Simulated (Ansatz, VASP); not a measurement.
# HfSi: VASP beside Ansatz, part 2 of 2

Aim: how closely do two programs agree when they are given the same cell, functional and k mesh? The cell is generated by rule, not measured, and may not be a known phase. The cell is taken from a series of runs on this material, whose earlier steps may have relaxed, scaled, displaced or heated it; both programs get it as it stands.

VASP 6.6.1 and Ansatz 0.2.0.

So far: Set-up; Ansatz: zone-centre phonons, LDA; VASP: zone-centre phonons, LDA.

## (3) VASP: zone-centre phonons, LDA (continued)

Level of this step: LDA; plane waves and PAW (Hf_pv, Si); invented cell (VASP).

Numbers of over 12 decimals in the logs are rounded to 6 here.

OUTCAR, selected parts (step 3):

```text
ion  position               nearest neighbor table
   1  0.787  0.213  0.000-   3 2.79   3 2.79   4 2.79   4 2.79   3 2.86   4 2.86   3 2.86   4 2.86
                             2 3.07   2 3.07   2 3.20
   2  0.213  0.787  0.000-   3 2.79   3 2.79   4 2.79   4 2.79   3 2.86   4 2.86   3 2.86   4 2.86
                             1 3.07   1 3.07   1 3.20
   3  0.296  0.296  0.500-   4 2.47   2 2.79   2 2.79   1 2.79   1 2.79   2 2.86   1 2.86   1 2.86
                             2 2.86
   4  0.704  0.704  0.500-   3 2.47   2 2.79   1 2.79   1 2.79   2 2.79   2 2.86   1 2.86   1 2.86
                             2 2.86

  LATTYP: Found a base centered orthorhombic cell.
 ALAT       =     6.0448930660
 B/A-ratio  =     1.2424920838
 C/A-ratio  =     0.4717025086

 Subroutine GETGRP returns: Found  8 space group operations
 (whereof  8 operations were pure point group operations)

The static configuration has the point symmetry D_2h.

 Found    147 irreducible k-points:

   k-points           NKPTS =    147   k-points in BZ     NKDIM =    147   number of bands    NBANDS=     20

   dimension x,y,z NGX =    36 NGY =   36 NGZ =   24
   dimension x,y,z NGXF=    72 NGYF=   72 NGZF=   48

   ENCUT  =  500.0 eV  36.75 Ry    6.06 a.u.   8.79  8.79  5.20*2*pi/ulx,y,z

   NELECT =      28.0000    total number of electrons

 k-points in reciprocal lattice and weights: Automatic mesh
   0.00000000  0.00000000  0.00000000       0.001
   0.12500000  0.00000000  0.00000000       0.005
   0.25000000  0.00000000  0.00000000       0.005
   0.37500000 -0.00000000  0.00000000       0.005
   0.50000000  0.00000000  0.00000000       0.003
   0.12500000  0.12500000  0.00000000       0.003
   0.25000000  0.12500000  0.00000000       0.005
   0.37500000  0.12500000  0.00000000       0.005
   0.50000000  0.12500000  0.00000000       0.005
[...]
-0.37500000  0.37500000  0.50000000       0.003
   0.50000000  0.50000000  0.50000000       0.001

 average (electrostatic) potential at core
       1 -34.0644       2 -34.0644       3 -82.9845       4 -82.9845

  Total        0.0605856      0.0997282     -0.0004735     -0.0000000      0.0000000      0.0000000
  in kB        1.4996245      2.4684863     -0.0117206     -0.0000000      0.0000000      0.0000000
  external PRESSURE =       1.3187967 kB  Pullay stress =       0.0000000 kB

  energy-cutoff  :      500.00
  volume of cell :       64.73
      direct lattice vectors                 reciprocal lattice vectors
     3.022446533 -3.755365891  0.000000000     0.165428898 -0.133142819  0.000000000
     3.022446533  3.755365891  0.000000000     0.165428898  0.133142819  0.000000000
     0.000000000  0.000000000  2.851391224     0.000000000  0.000000000  0.350705996

 POSITION                                       TOTAL-FORCE (eV/Angst)
 -----------------------------------------------------------------------------------
      3.02245     -2.15596      0.00000         0.000000      0.007318      0.000000
      3.02245      2.15596      0.00000         0.000000     -0.007318     -0.000000
      1.78995      0.00000      1.42570         0.013414      0.000000     -0.000000
      4.25495      0.00000      1.42570        -0.013414      0.000000      0.000000
 -----------------------------------------------------------------------------------
    total drift:                                0.000000      0.000000     -0.000000

 Eigenvectors and eigenvalues of the dynamical matrix
 ----------------------------------------------------

   1 f  =   11.131883 THz    69.943683 2PiTHz  371.319642 cm-1    46.037747 meV
             X         Y         Z           dx          dy          dz
      3.022447 -2.155955  0.000000    -0.000000    0.137452    0.000000
      3.022447  2.155955  0.000000     0.000000   -0.137452    0.000000
      1.789946  0.000000  1.425696     0.693619    0.000000   -0.000000
      4.254947  0.000000  1.425696    -0.693619    0.000000   -0.000000

   2 f  =    9.199844 THz    57.804327 2PiTHz  306.873776 cm-1    38.047482 meV
             X         Y         Z           dx          dy          dz
      3.022447 -2.155955  0.000000    -0.212760    0.000000    0.000000
      3.022447  2.155955  0.000000     0.212760    0.000000    0.000000
      1.789946  0.000000  1.425696    -0.000000   -0.674339    0.000000
      4.254947  0.000000  1.425696    -0.000000    0.674339    0.000000

   3 f  =    8.835310 THz    55.513889 2PiTHz  294.714212 cm-1    36.539889 meV
             X         Y         Z           dx          dy          dz
      3.022447 -2.155955  0.000000    -0.000000   -0.260680    0.000000
      3.022447  2.155955  0.000000     0.000000   -0.260680    0.000000
      1.789946  0.000000  1.425696    -0.000000    0.657302    0.000000
      4.254947  0.000000  1.425696     0.000000    0.657302    0.000000

   4 f  =    6.727521 THz    42.270261 2PiTHz  224.405945 cm-1    27.822779 meV
             X         Y         Z           dx          dy          dz
      3.022447 -2.155955  0.000000     0.260506   -0.000000   -0.000000
      3.022447  2.155955  0.000000     0.260506    0.000000    0.000000
      1.789946  0.000000  1.425696    -0.657371    0.000000   -0.000000
      4.254947  0.000000  1.425696    -0.657371   -0.000000    0.000000

   5 f  =    5.229791 THz    32.859747 2PiTHz  174.447056 cm-1    21.628669 meV
             X         Y         Z           dx          dy          dz
      3.022447 -2.155955  0.000000    -0.000000    0.000000    0.000000
      3.022447  2.155955  0.000000    -0.000000    0.000000    0.000000
      1.789946  0.000000  1.425696     0.000000    0.000000   -0.707107
      4.254947  0.000000  1.425696     0.000000    0.000000    0.707107

   6 f  =    4.945180 THz    31.071482 2PiTHz  164.953449 cm-1    20.451612 meV
             X         Y         Z           dx          dy          dz
      3.022447 -2.155955  0.000000    -0.000000    0.000000    0.260483
      3.022447  2.155955  0.000000    -0.000000    0.000000    0.260483
      1.789946  0.000000  1.425696     0.000000    0.000000   -0.657380
      4.254947  0.000000  1.425696     0.000000    0.000000   -0.657380

   7 f  =    3.884336 THz    24.406001 2PiTHz  129.567493 cm-1    16.064314 meV
             X         Y         Z           dx          dy          dz
      3.022447 -2.155955  0.000000    -0.674339   -0.000000    0.000000
      3.022447  2.155955  0.000000     0.674339    0.000000   -0.000000
      1.789946  0.000000  1.425696     0.000000    0.212760   -0.000000
      4.254947  0.000000  1.425696    -0.000000   -0.212760    0.000000

   8 f  =    3.159651 THz    19.852672 2PiTHz  105.394610 cm-1    13.067260 meV
             X         Y         Z           dx          dy          dz
      3.022447 -2.155955  0.000000     0.000000   -0.693619   -0.000000
      3.022447  2.155955  0.000000    -0.000000    0.693619    0.000000
      1.789946  0.000000  1.425696     0.137452   -0.000000    0.000000
      4.254947  0.000000  1.425696    -0.137452    0.000000    0.000000

   9 f/i=    0.000608 THz     0.003823 2PiTHz    0.020295 cm-1     0.002516 meV
             X         Y         Z           dx          dy          dz
      3.022447 -2.155955  0.000000    -0.000000   -0.657302    0.000000
      3.022447  2.155955  0.000000    -0.000000   -0.657302    0.000000
      1.789946  0.000000  1.425696    -0.000000   -0.260680    0.000000
      4.254947  0.000000  1.425696    -0.000000   -0.260680    0.000000

  10 f/i=    0.001822 THz     0.011449 2PiTHz    0.060781 cm-1     0.007536 meV
             X         Y         Z           dx          dy          dz
      3.022447 -2.155955  0.000000    -0.000000    0.000000    0.657380
      3.022447  2.155955  0.000000    -0.000000    0.000000    0.657380
      1.789946  0.000000  1.425696    -0.000000    0.000000    0.260483
      4.254947  0.000000  1.425696    -0.000000    0.000000    0.260483

  11 f/i=    0.002243 THz     0.014093 2PiTHz    0.074816 cm-1     0.009276 meV
             X         Y         Z           dx          dy          dz
      3.022447 -2.155955  0.000000    -0.657371    0.000000   -0.000000
      3.022447  2.155955  0.000000    -0.657371    0.000000   -0.000000
      1.789946  0.000000  1.425696    -0.260506    0.000000   -0.000000
      4.254947  0.000000  1.425696    -0.260506    0.000000   -0.000000

  12 f/i=    1.238489 THz     7.781654 2PiTHz   41.311536 cm-1     5.121975 meV
             X         Y         Z           dx          dy          dz
      3.022447 -2.155955  0.000000    -0.000000   -0.000000   -0.707107
      3.022447  2.155955  0.000000     0.000000   -0.000000    0.707107
      1.789946  0.000000  1.425696     0.000000   -0.000000   -0.000000
      4.254947  0.000000  1.425696     0.000000   -0.000000   -0.000000

 ELASTIC MODULI CONTR FROM IONIC RELAXATION (kBar)
 Direction    XX          YY          ZZ          XY          YZ          ZX
 --------------------------------------------------------------------------------
 XX        -174.1173     78.2787    145.5075      0.0000     -0.0000     -0.0000
 YY          78.2787    -54.4926    -58.0896     -0.0000      0.0000      0.0000
 ZZ         145.5075    -58.0896   -124.3800     -0.0000      0.0000      0.0000
 XY           0.0000     -0.0000     -0.0000     -3.1831      0.0000     -0.0000
 YZ          -0.0000      0.0000      0.0000      0.0000      0.0000      0.0000
 ZX          -0.0000      0.0000      0.0000     -0.0000      0.0000    -12.2703
 --------------------------------------------------------------------------------
```

## (4) Differences

Known differences besides the potentials themselves: the data sets hold 60 valence electrons in Ansatz (on its default PAW (the set named soft_2) files) and 28 in VASP; the cutoff is 420 eV in Ansatz and 500 eV in VASP; VASP's log shows a relativistic correction to its local exchange, Ansatz's none. Total energies have different zeros and are not compared.

The two programs side by side:

```
                                              quantity  Ansatz   VASP  difference
optical mode 1 (imaginary, printed as negative) (cm⁻¹)   -42.1  -41.3        -0.7
                                 optical mode 2 (cm⁻¹)   105.2  105.4     -0.19 %
                                 optical mode 3 (cm⁻¹)   129.3  129.6     -0.20 %
                                 optical mode 4 (cm⁻¹)   162.7  165.0     -1.39 %
                                 optical mode 5 (cm⁻¹)   171.9  174.4     -1.46 %
                                 optical mode 6 (cm⁻¹)   222.4  224.4     -0.88 %
                                 optical mode 7 (cm⁻¹)   293.4  294.7     -0.44 %
                                 optical mode 8 (cm⁻¹)   305.4  306.9     -0.47 %
                                 optical mode 9 (cm⁻¹)   371.2  371.3     -0.04 %
```

Modes are paired by rising frequency, not by their patterns, so a pair may set unlike modes beside each other; they are those without the splitting of longitudinal modes.

## (5) Summary of results

```
r.m.s. difference of the optical zone-centre modes, each program's sorted by frequency (zone-centre phonons, LDA) : 1.5 cm⁻¹
difference in optical mode 5 (zone-centre phonons, LDA)                                                           : -1.5 %
```

In words: The r.m.s. difference of the optical zone-centre modes, each program's sorted by frequency is 1.5 cm⁻¹ (zone-centre phonons, LDA). The data sets hold unlike numbers of valence electrons (60 in Ansatz and 28 in VASP), so part of the differences comes from the potentials. Among the rows given in per cent, the largest difference of the zone-centre phonons, LDA pair is in optical mode 5, -1.5 %. How closely two codes agree says nothing of how well the functional describes the real material.

[Lines on the potential files, build, host, timing and source positions are cut from VASP's logs without a mark.]

[Logs are printed without paths, hosts, clocks, repeated set-up lines and the standing remarks that a program may print on its own settings, such as how far it seeks lower states.]

[Hosts, paths, dates, database ids (printed as entryN), source tags and the programs' standing remarks are cut or masked in the printed files.]
